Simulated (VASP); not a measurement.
Data:

```
CELL_PARAMETERS angstrom
      3.70973     0.00000     0.00000
      0.00000     3.70973     0.00000
      0.00000     0.00000     3.70973
ATOMIC_POSITIONS crystal
  Pb 0.00000 0.00000 0.00000
  Cr 0.50000 0.50000 0.50000
  O  0.00000 0.50000 0.50000
  O  0.50000 0.50000 0.00000
  O  0.50000 0.00000 0.50000
```
Starting moments (μB, in the order of the record's atoms Pb Cr O O O): 0.0 3.0 0.0 0.0 0.0.

Method: LDA (Ceperley-Alder, Perdew-Zunger), VASP's LDA PAW potentials (set 64) (plane waves; VASP 6.6.1). Numerical set-up: 400 eV cut-off, 5×5×5 Γ-centred mesh, Fermi-Dirac smearing of 0.050 eV, potentials Pb_d Cr_pv O.

At this cut-off the stress carries a Pulay error, which pulls relaxed volumes low. The moments were started parallel, and other spin orders were not tried in this run.

Question: Give the stress tensor in GPa (positive for a compressed cell).

Answer: 
```
5.88  0.00  0.00
0.00  5.88  0.00
0.00  0.00  5.88
```
The pressure is its mean diagonal, 5.88 GPa.

The structure was generated: CrPbO3 was put into an ordered model structure, which need not be its known phase. The cell was not relaxed at this level. The k-mesh is coarse (spacing up to 0.34 per Å, 2π included), so the numbers may not be converged in it.
